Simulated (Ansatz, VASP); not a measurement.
**W3O in VASP and in Ansatz**

```
CELL_PARAMETERS angstrom
3.88790 0.00000 0.00000
0.00000 3.88790 0.00000
0.00000 0.00000 3.88790
ATOMIC_POSITIONS crystal
W 0.00000 0.50000 0.50000
W 0.50000 0.00000 0.50000
W 0.50000 0.50000 0.00000
O 0.00000 0.00000 0.00000
```

Alike in both runs: functional PBE; k mesh 12 × 12 × 12; occupations gaussian, width 0.1 eV; no spin polarisation.

Ansatz relaxed the structure, and its values are those at the end. VASP's run is a single point on that final structure, the one shown.

|  | VASP | Ansatz |
| --- | --- | --- |
| version | VASP 6.6.1 | Ansatz 0.2.0 |
| potentials or method | VASP PAW PBE potentials, release 64 (W_sv, O) | scalar-relativistic, plane waves, PAW |
| plane-wave cutoff (eV) | 520 | 420 |
| valence electrons in the cell | 48 | 48 |

```tsv
	VASP	Ansatz	Ansatz less VASP
gap on the k mesh at the Fermi level (eV)	none	none	-
pressure (GPa)	0.5	0.0	-0.49
```

A gap of «none» marks a metal or a gap that the smearing closes.

Spin-orbit coupling is left out, which matters for the levels of W.
